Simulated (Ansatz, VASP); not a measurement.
**Cross-check of WS2 between VASP and Ansatz**

Aim: how closely do two programs agree when they are given the same cell, functional and k mesh? Of the first pair: The structure shown is the start of the Ansatz relaxation below; VASP solves that cell, so the two are compared at the walk's first step.

Program: Ansatz 0.2.0. Level of theory: plane waves, with VASP 6.6.1 beside it; single point at PBEsol. Results are calculated unless marked as measured.

### 1. Starting point

The cell holds 3 atoms: 1 W and 2 S. Cell: a = 3.209 Å, b = 3.162 Å, c = 30.000 Å, α = 90.0°, β = 90.0°, γ = 120.5°. Vacuum lies along c.

### 2. Ansatz: relaxation, PBEsol

Ansatz runs on its PAW soft_1 files.

The two programs are compared at the cell with which this relaxation starts, whose forces are those of its first step.

input.yaml reads:

```yaml
crystal:
  lattice:
    - [3.2087636393, 0.0, 0.0]
    - [-1.6043818196, 2.7243831631, 0.0]
    - [0.0, 0.0, 30.0]
  atoms:
    - { symbol: W, position: [0.3329260469, 0.6658520938, 0.3333333333] }
    - { symbol: S, position: [0.6668703099, 0.3337406197, 0.3853707295] }
    - { symbol: S, position: [0.6668703099, 0.3337406197, 0.2812959372] }
  periodic: [true, true, false]
kpoints:
  mp_grid: { grid: [12, 12, 1] }
hamiltonian:
  xc: pbesol
  pseudopotentials: { kind: paw, azcp: { folder: soft_1 }, xc_functional: pbe }
scf:
  occupations: { method: fixed }
output:
  forces: true
  stress: true
  eigenvalues: true
relax:
  adjacent_minimum: "off"
  f_tol: 0.001
  max_steps: 60
```

The run is started by

```
ansatz run input.yaml --threads 4 --pin off --max-ram 16384MiB --backend cpu --events-out ev --progress --plain --runs-dir out
```

Numbers of over 12 decimals in the logs are rounded to 6 here.

The log of the run:

```text
Warning: output.stress: scf.convergence.dr2_threshold = 1e-9 eV (the default of a walk held to its f_tol) is looser than the 3e-10 eV advised for a printed stress (1e-10 eV for each atom of the cell: 3). What an SCF threshold leaves in a stress goes as its square root, and in the free energy as the threshold itself, and one threshold admits the most on a small cell: [figures from the program's tests cut] Every solve  [...]
Engine: ansatz 0.2.0, aarch64-unknown-linux-gnu
Pseudopotentials: kind: paw
Pseudopotential: W, paw, valence charge 14, recommended cutoff 420 eV (normal), soft_1/W.paw.azcp
Pseudopotential: S, paw, valence charge 6, recommended cutoff 420 eV (normal), soft_1/S.paw.azcp
Functional definition: PBEsol
  exchange = pbesol_x
  correlation = pbesol_c
Crystal: 3 atoms, lattice volume = 262.257 Å³
Basis set: ecut = 420 eV, 5141 PW (Γ), exchange–correlation on 48×48×432 points (8 copies of the dense FFT grid, shifted against one another)
Bands: 17, of which v1, the nominal top of the filled ones, is band 13 counted from 1 (12 counted from 0)
Symmetry: 4 space group operations
Space group: Amm2 (ITA 38), of the structure as read, at distance tolerance 6.4e-5 Å
k-points: 43 of 144 (time reversal used)
Non-local potential: W, projectors of the file, l = 0: 3, l = 1: 2, l = 2: 2, l = 3: 1
Non-local potential: S, projectors of the file, l = 0: 2, l = 1: 2, l = 2: 1
PAW form: soft (Blöchl's): semilocal exchange-correlation on the pseudo side does not see the compensation charge
PAW frozen core: W, regenerated for the run's functional, and the local potential with it (the file was generated under x = pbe(κ = 0.804, μ = 0.219515), c = pbe(β = 0.066725))
PAW frozen core: S, regenerated for the run's functional, and the local potential with it (the file was generated under x = pbe(κ = 0.804, μ = 0.219515), c = pbe(β = 0.066725))
PAW one-centre angular grid: W, 590 points (default); XC on 64 Gauss nodes
PAW one-centre angular grid: S, 110 points (default); XC on 64 Gauss nodes
Initial density: superposition of atomic densities (neutral atoms: chi_scale 0, normalization atom)
Initial wavefunctions: pseudopotential atomic-orbital guess
Functional: x = pbesol(κ = 0.804, μ = 0.123457), c = pbesol(β = 0.046)
SCF iter   1: F=—  HF=-12030.480744 eV  |F-HF|=—  |Δ(HF+E_count)|=         —  Δρ=2.05e-2  dr2=1.26e0  ethr=3.10e-3  ⟨swp⟩=7.8  Hψ=5356  notcnv=0  defer=66
preconditioner: auto → none  [insulator: Δε(μ)=1.668 eV  Ē_g=9.040 eV  n_scr=16 (ndim 8)  ℏωp=9.7 eV  f_vac=0.760  ε∞_Penn≈2.2]
SCF iter   2: F=—  HF=-12030.081985 eV  |F-HF|=—  |Δ(HF+E_count)|=   3.99e-1  Δρ=8.25e-3  dr2=1.12e-1  ethr=3.10e-3  ⟨swp⟩=4.1  Hψ=2192  notcnv=0  defer=81
SCF iter   3: F=—  HF=-12030.070009 eV  |F-HF|=—  |Δ(HF+E_count)|=   1.20e-2  Δρ=4.74e-3  dr2=9.86e-2  ethr=4.31e-4  ⟨swp⟩=4.2  Hψ=1674  notcnv=0  defer=84
SCF iter   4: F=—  HF=-12030.068407 eV  |F-HF|=—  |Δ(HF+E_count)|=   1.60e-3  Δρ=3.31e-3  dr2=9.09e-2  ethr=3.79e-4  ⟨swp⟩=4.2  Hψ=1446  notcnv=0  defer=85
SCF iter   5: F=—  HF=-12030.055308 eV  |F-HF|=—  |Δ(HF+E_count)|=   1.31e-2  Δρ=1.40e-3  dr2=1.64e-2  ethr=3.50e-4  ⟨swp⟩=2.0  Hψ=1264  notcnv=0  defer=80
SCF iter   6: F=—  HF=-12030.053478 eV  |F-HF|=—  |Δ(HF+E_count)|=   1.83e-3  Δρ=1.71e-4  dr2=6.08e-5  ethr=6.31e-5  ⟨swp⟩=4.1  Hψ=1499  notcnv=0  defer=86
SCF iter   7: F=—  HF=-12030.053559 eV  |F-HF|=—  |Δ(HF+E_count)|=   8.08e-5  Δρ=1.01e-4  dr2=5.32e-5  ethr=2.34e-7  ⟨swp⟩=4.9  Hψ=2184  notcnv=0  defer=86
SCF iter   8: F=—  HF=-12030.053550 eV  |F-HF|=—  |Δ(HF+E_count)|=   9.47e-6  Δρ=4.87e-5  dr2=1.04e-5  ethr=2.05e-7  ⟨swp⟩=3.0  Hψ=1305  notcnv=0  defer=86
SCF iter   9: F=—  HF=-12030.053548 eV  |F-HF|=—  |Δ(HF+E_count)|=   2.07e-6  Δρ=3.74e-5  dr2=3.58e-6  ethr=4.01e-8  ⟨swp⟩=3.6  Hψ=1502  notcnv=0  defer=86
SCF iter  10: F=—  HF=-12030.053546 eV  |F-HF|=—  |Δ(HF+E_count)|=   1.17e-6  Δρ=7.42e-6  dr2=1.60e-7  ethr=1.38e-8  ⟨swp⟩=3.3  Hψ=1330  notcnv=0  defer=86
[...]
relax step   1: F+E_penalty+E_count = -12030.05354632 eV  Δ(F+E_penalty+E_count) = +0.000e0 eV  max|allowed force component| = 1.138e-1 eV/Å  Δτ_max = 0.0000 Å  (11 SCF iters, dr2 threshold 1.00e-7 eV, accepted)
[...]
relax step   2: F+E_penalty+E_count = -12030.05410422 eV  Δ(F+E_penalty+E_count) = -5.579e-4 eV  max|allowed force component| = 6.453e-2 eV/Å  Δτ_max = 0.0090 Å  (5 SCF iters, dr2 threshold 8.09e-7 eV, accepted)
[...]
relax step   3: F+E_penalty+E_count = -12030.05431287 eV  Δ(F+E_penalty+E_count) = -2.086e-4 eV  max|allowed force component| = 3.284e-3 eV/Å  Δτ_max = 0.0031 Å  (5 SCF iters, dr2 threshold 2.60e-7 eV, accepted)
[...]
relax step   4: F+E_penalty+E_count = -12030.05431247 eV  Δ(F+E_penalty+E_count) = +4.015e-7 eV  max|allowed force component| = 5.475e-3 eV/Å  Δτ_max = 0.0003 Å  (5 SCF iters, rejected (line search))
[...]
relax step   5: F+E_penalty+E_count = -12030.05431289 eV  Δ(F+E_penalty+E_count) = -1.774e-8 eV  max|allowed force component| = 3.282e-3 eV/Å  Δτ_max = 0.0000 Å  (5 SCF iters, accepted)
[...]
relax step   6: F+E_penalty+E_count = -12030.05431246 eV  Δ(F+E_penalty+E_count) = +4.230e-7 eV  max|allowed force component| = 5.486e-3 eV/Å  Δτ_max = 0.0003 Å  (5 SCF iters, rejected (line search))
[...]
relax step   7: F+E_penalty+E_count = -12030.05431317 eV  Δ(F+E_penalty+E_count) = -2.838e-7 eV  max|allowed force component| = 2.235e-5 eV/Å  Δτ_max = 0.0001 Å  (4 SCF iters, accepted)
SCF converged after 4 iterations
Free energy (F): -12030.054313 eV
Harris-Foulkes:  -12030.054313 eV  (|F-HF|=2.18e-10)
Internal energy: -12030.054313 eV  (E = F + TS)
E sigma→0 (E₀):  -12030.054313 eV
Fermi energy:    -5.774149 eV
--- Per-component energies (eV) ---
  E_band       = -623.819244
  E_kinetic    = 633.835066
  E_local      = -44049.684188  (includes V_loc(G=0)·N_el)
  E_nonlocal   = 46.778608
  E_hartree    = 21662.730219
  E_xc         = -442.281697
  E_vxc        = -396.750114  (∫ρ·V_xc dr)
  E_paw        = -9635.634946  (= ΣΔE_a)
  E_vpaw       = -183.457758  (= ΣTr[D̂ρ^β])
  E_aug_tail   = 0.000155  (compensation charges beyond the density's cutoff)
  E_ewald      = 19753.856714
  E_core_change = 0.345757  (= ΣΔE_core)
  E_smearing   = -0.000000  (= −TS)
  E_closure    = 0.000000  (closes the sum)
  Σ components = -12030.054313   (vs F -12030.054313, Δ=0.00e0)
--- Forces (eV/Å), atoms counted from 1 ---
  atom   1  W     -0.00000000    -0.00002188     0.00000000
  atom   2  S      0.00000000     0.00001164     0.00001026
  atom   3  S      0.00000000     0.00001164    -0.00001026
  max |Σ_I F_I| component: 1.40e-6 eV/Å
--- 2D stress c σ (N/m, compression-positive) ---
       -2.852068       0.000000       0.000000
        0.000000      -0.641833       0.000000
        0.000000       0.000000       0.000000
  P = ½ c Tr σ = -1.7470 N/m
--- Band table (eV; the first three rows and the last of 43) ---
  k-point 0: bands = [... 9 lower, -7.8390, -7.4988, -7.3563, -5.7741, -2.9173, -2.8044, -2.7509, -2.5494]
  k-point 1: bands = [... 9 lower, -8.2591, -7.6904, -7.1282, -5.8281, -2.9358, -2.8620, -2.8414, -2.6883]
  k-point 2: bands = [... 9 lower, -8.3712, -8.1344, -7.0993, -6.0834, -3.2791, -3.0990, -2.9616, -2.1663]
  k-point 42: bands = [... 9 lower, -9.2832, -9.1723, -7.6556, -6.3296, -3.3326, -2.6159, -2.2846, -0.5733]
--- Relaxed structure (7 steps of the walk, 5 accepted, 0 SCFs on fresh bases) ---
  F+E_penalty+E_count = -12030.05431317 eV   max|allowed force component| = 2.235e-5 eV/Å
  cell:  # Å, volume = 262.2570 Å³
    - [3.2087636393, -2.944480926405625e-11, 0.0]
    - [-1.604381819625, 2.724383, 0.0]
    - [0.0, 0.0, 30.0]
  atoms:
    - { symbol: W, position: [0.332518, 0.665036, 0.333333] }
    - { symbol: S, position: [0.667074, 0.334149, 0.385180] }
    - { symbol: S, position: [0.667074, 0.334149, 0.281486] }
```

### 3. VASP: single point, PBEsol, start cell, pair 1

The same cell, functional and mesh now go to VASP, with its own data sets.

Lines of VASP's logs that name or quote its potential files are left out, and so is its time.

INCAR reads:

```
SYSTEM = WS2
PREC = Accurate
ENCUT = 520
EDIFF = 1E-06
NELM = 120
ISMEAR = 0
SIGMA = 0.01
LREAL = .FALSE.
ALGO = Normal
GGA = PS
NBANDS = 15
LASPH = .TRUE.
LORBIT = 11
LWAVE = .FALSE.
LCHARG = .FALSE.
ISIF = 2
LDIPOL = .TRUE.
IDIPOL = 3
DIPOL = 0.5 0.5 0.333
LVHAR = .TRUE.
GGA_COMPAT = .FALSE.
EFERMI = MIDGAP
NELMDL = -8
```

POSCAR reads:

```
WS2
1.0
    3.2087636393      0.0000000000      0.0000000000
   -1.6043818196      2.7243831631      0.0000000000
    0.0000000000      0.0000000000     30.0000000000
W S
1 2
Direct
    0.3329260041      0.6658520081      0.3333333333
    0.6668702502      0.3337405004      0.3853707333
    0.6668702502      0.3337405004      0.2812959333
```

KPOINTS reads:

```
Automatic mesh
0
Gamma
12 12 1
0 0 0
```

Potentials, in the order of the species: W and S (PBE family, release 64).

The run is started by

```
mpirun -np 1 vasp_std
```

The log of the run:

```text
[banner, memory and clock lines left out]
running    1 mpi-ranks, on    1 nodes
 distrk:  each k-point on    1 cores,    1 groups
 distr:  one band on    1 cores,    1 groups

 POSCAR found type information on POSCAR W S
 POSCAR found :  2 types and       3 ions
|                                                                             |
|               ----> ADVICE to this user running VASP <----                  |
|                                                                             |
|     You enforced a specific xc type in the INCAR file but a different       |
|     [... a line on the potential file left out ...]
|     I HOPE YOU KNOW WHAT YOU ARE DOING!                                     |
|                                                                             |

 LDA part: xc-table for (Slater+PW92), standard interpolation
 POSCAR, INCAR and KPOINTS ok, starting setup
 FFT: planning ... GRIDC
 FFT: planning ... GRID_SOFT
 FFT: planning ... GRID
 WAVECAR not read
 entering main loop
       N       E                     dE             d eps       ncg     rms          rms(c)
DAV:   1     0.138632253934E+03    0.13863E+03   -0.57448E+03  1290   0.848E+02
DAV:   2    -0.831087511984E+01   -0.14694E+03   -0.13591E+03  2234   0.163E+02
DAV:   3    -0.263098036402E+02   -0.17999E+02   -0.17855E+02  1822   0.720E+01
DAV:   4    -0.266683704936E+02   -0.35857E+00   -0.35716E+00  1689   0.128E+01
DAV:   5    -0.266779651308E+02   -0.95946E-02   -0.95914E-02  1812   0.201E+00
DAV:   6    -0.266783902981E+02   -0.42517E-03   -0.42514E-03  1812   0.424E-01
DAV:   7    -0.266784047053E+02   -0.14407E-04   -0.14407E-04  1870   0.719E-02
DAV:   8    -0.266784053562E+02   -0.65091E-06   -0.65078E-06  1675   0.148E-02    0.283E+01
DAV:   9    -0.255119110857E+02    0.11665E+01   -0.31264E+00  1935   0.127E+01    0.122E+01
DAV:  10    -0.253655275355E+02    0.14638E+00   -0.10406E+00  1661   0.811E+00    0.591E+00
DAV:  11    -0.252924041841E+02    0.73123E-01   -0.15255E-01  1661   0.337E+00    0.931E-01
DAV:  12    -0.252910479016E+02    0.13563E-02   -0.28116E-02  1843   0.115E+00    0.466E-01
DAV:  13    -0.252892924438E+02    0.17555E-02   -0.69577E-03  1787   0.599E-01    0.170E-01
DAV:  14    -0.252892379802E+02    0.54464E-04   -0.56529E-04  1752   0.194E-01    0.564E-02
[...]
DAV:  19    -0.252894851895E+02   -0.79772E-04   -0.57777E-06  1507   0.117E-02    0.879E-03
DAV:  20    -0.252894945603E+02   -0.93708E-05   -0.31671E-07  1478   0.329E-03    0.149E-03
DAV:  21    -0.252895169665E+02   -0.22406E-04   -0.46632E-07  1191   0.257E-03    0.147E-03
DAV:  22    -0.252895253777E+02   -0.84111E-05   -0.69028E-07  1413   0.213E-03    0.475E-04
DAV:  23    -0.252895334855E+02   -0.81078E-05   -0.22548E-07  1318   0.164E-03    0.497E-04
DAV:  24    -0.252895367516E+02   -0.32661E-05   -0.10643E-07  1373   0.902E-04    0.277E-04
DAV:  25    -0.252895383908E+02   -0.16392E-05   -0.31942E-08  1303   0.482E-04    0.821E-05
DAV:  26    -0.252895392683E+02   -0.87750E-06   -0.15180E-08  1317   0.350E-04
   1 F= -.25289539E+02 E0= -.25289539E+02  d E =0.000000E+00
```

From OUTCAR (step 3):

```text
ion  position               nearest neighbor table
   1  0.333  0.666  0.333-   3 2.40   2 2.40   3 2.41   2 2.41   3 2.41   2 2.41
   2  0.667  0.334  0.385-   1 2.40   1 2.41   1 2.41
   3  0.667  0.334  0.281-   1 2.40   1 2.41   1 2.41

  LATTYP: Found a base centered orthorhombic cell.
 ALAT       =     3.2087636393
 B/A-ratio  =     1.6980890270
 C/A-ratio  =     9.3493953972

 Subroutine GETGRP returns: Found  4 space group operations
 (whereof  2 operations were pure point group operations)

The static configuration has the point symmetry C_1h.
 The point group associated with its full space group is C_2v.

 Found     43 irreducible k-points:

   k-points           NKPTS =     43   k-points in BZ     NKDIM =     43   number of bands    NBANDS=     15

   dimension x,y,z NGX =    24 NGY =   24 NGZ =  224
   dimension x,y,z NGXF=    48 NGYF=   48 NGZF=  448

   ENCUT  =  520.0 eV  38.22 Ry    6.18 a.u.   5.97  5.88 55.78*2*pi/ulx,y,z

   NELECT =      18.0000    total number of electrons

 k-points in reciprocal lattice and weights: Automatic mesh
   0.00000000  0.00000000  0.00000000       0.007
   0.08333333  0.00000000  0.00000000       0.028
   0.16666667 -0.00000000  0.00000000       0.028
   0.25000000  0.00000000  0.00000000       0.028
   0.33333333  0.00000000  0.00000000       0.028
   0.41666667 -0.00000000  0.00000000       0.028
   0.50000000  0.00000000  0.00000000       0.014
   0.00000000  0.08333333  0.00000000       0.014
   0.08333333  0.08333333  0.00000000       0.028
[...]
0.16666667  0.41666667  0.00000000       0.014
   0.00000000  0.50000000  0.00000000       0.007

 dipolmoment           0.000000      0.000000      0.000002 electrons x Angstroem

 average (electrostatic) potential at core
       1 -48.7658       2 -94.8406       3 -94.8406

 E-fermi :  -2.5328

 k-point     1 :       0.0000    0.0000    0.0000
  band No.  band energies     occupation
    ...
      5      -6.1962      2.00000
      6      -5.5093      2.00000
      7      -5.1053      2.00000
      8      -4.9931      2.00000
      9      -3.4705      2.00000
     10      -0.5858      0.00000
     11      -0.4385      0.00000
     12      -0.4158      0.00000
     13      -0.2309      0.00000
     14       1.6374      0.00000
    ...

 k-point     2 :       0.0833    0.0000    0.0000
  band No.  band energies     occupation
    ...
      5      -6.1276      2.00000
      6      -5.9451      2.00000
      7      -5.2016      2.00000
      8      -4.8393      2.00000
      9      -3.5339      2.00000
     10      -0.6708      0.00000
     11      -0.6492      0.00000
     12      -0.3664      0.00000
     13      -0.2596      0.00000
     14       1.9583      0.00000
    ...

 k-point     3 :       0.1667   -0.0000    0.0000
  band No.  band energies     occupation
    ...
      5      -6.6129      2.00000
      6      -5.8277      2.00000
      7      -5.6128      2.00000
      8      -4.8134      2.00000
      9      -3.8125      2.00000
     10      -1.0581      0.00000
     11      -0.6194      0.00000
     12      -0.6113      0.00000
     13       0.2229      0.00000
     14       2.4553      0.00000
    ...

  Total       -1.8837730     -0.6228232     -0.4701063     -0.0000000      0.0000000      0.0000000
  in kB      -11.5083215     -3.8049431     -2.8719671     -0.0000000      0.0000000      0.0000000
  external PRESSURE =      -6.0617439 kB  Pullay stress =       0.0000000 kB

  energy-cutoff  :      520.00
  volume of cell :      262.26
      direct lattice vectors                 reciprocal lattice vectors
     3.208763639  0.000000000  0.000000000     0.311646513  0.183527782  0.000000000
    -1.604381820  2.724383163  0.000000000     0.000000000  0.367055565  0.000000000
     0.000000000  0.000000000 30.000000000     0.000000000  0.000000000  0.033333333

 POSITION                                       TOTAL-FORCE (eV/Angst)
 -----------------------------------------------------------------------------------
      0.00000      1.81404     10.00000        -0.000000     -0.071244      0.000000
      1.60438      0.90924     11.56112         0.000000      0.035622     -0.142514
      1.60438      0.90924      8.43888         0.000000      0.035622      0.142514
 -----------------------------------------------------------------------------------
    total drift:                                0.000000      0.000212      0.000028

  FREE ENERGIE OF THE ION-ELECTRON SYSTEM (eV)
  ---------------------------------------------------
  free  energy   TOTEN  =       -25.2895392683 eV

  energy  without entropy=      -25.2895392683  energy(sigma->0) =      -25.28953927

 vacuum level on the upper side and lower side of the slab         2.315         2.315

 total charge
# of ion       s       p       d       tot
------------------------------------------
    1        0.561   0.710   4.276   5.548
    2        1.352   2.343   0.000   3.695
    3        1.352   2.343   0.000   3.695
--------------------------------------------------
tot          3.265   5.396   4.276  12.937

[... 3 further parts left out ...]
```

The run ends at a pressure of -0.61 GPa, with forces up to 0.15 eV/Å.

### 4. Side by side

Known differences besides the potentials themselves: fixed occupations in Ansatz, narrow Gaussian smearing in VASP; Ansatz cuts the interaction across the vacuum, VASP repeats the sheet with a dipole correction; the data sets hold 26 valence electrons in Ansatz (on its PAW soft_1 files) and 18 in VASP; the cutoff is 420 eV in Ansatz and 520 eV in VASP; Ansatz makes its cores anew for this functional, VASP keeps those of its PBE data sets. Total energies have different zeros and are not compared.

Forces (eV/Å; atoms numbered as in POSCAR):

```tsv
atom	Ansatz x, y, z	VASP x, y, z
W1	0.000, -0.069, 0.000	0.000, -0.071, 0.000
S2	0.000, 0.034, -0.114	0.000, 0.036, -0.143
S3	0.000, 0.034, 0.114	0.000, 0.036, 0.143
```

The forces differ by 14 meV/Å r.m.s., which is 18.5 % of the r.m.s. force of 0.073 eV/Å (both taken over all components). With vacuum in the cell, a pressure given here is an average over mostly empty space and none of the material.

### 5. What the set-up changes

Further runs change the set-up of one program: Ansatz's method, potentials or start, or VASP's data sets, cutoff or form of LDA. The table gives that difference for each run.

```tsv
run	r.m.s. force difference (meV/Å)
as above	14
VASP with the data sets W_sv and S and a cutoff of 400 eV	9.7
```

[end of part 1 of 2]

[Lines on the potential files, build, host, timing and source positions are cut from VASP's logs without a mark.]

[Logs are printed without paths, hosts, clocks, repeated set-up lines and the standing remarks that a program may print on its own settings, such as how far it seeks lower states.]

[Hosts, paths, dates, database ids (printed as entryN), source tags and the programs' standing remarks are cut or masked in the printed files.]
